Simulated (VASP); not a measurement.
Data:

```xyz
1
Lattice="0.0000 1.9643 1.9643 1.9643 0.0000 1.9643 1.9643 1.9643 0.0000" Properties=species:S:1:pos:R:3 pbc="T T T"
Pt     0.0000     0.0000     0.0000
```

Calculation: vdW-DF-cx, VASP's PBE PAW potentials (set 64) (plane waves; VASP). Numerical set-up: 520 eV cut-off, 18×18×18 Γ-centred mesh, tetrahedra with Blöchl corrections, potentials Pt.

Q: The job: Pt (fcc), 1 atom, vdW-DF-cx, static run, 520 eV, 18×18×18 Γ-centred mesh. Roughly how much core time does it take on a busy server core?

A: About 30 core-seconds (one run on a shared machine, a rough figure). It had 195 irreducible k-points, 9 bands, up to 419 plane waves and 14 electronic steps.

The compound is Pt in the fcc structure. It was relaxed first.
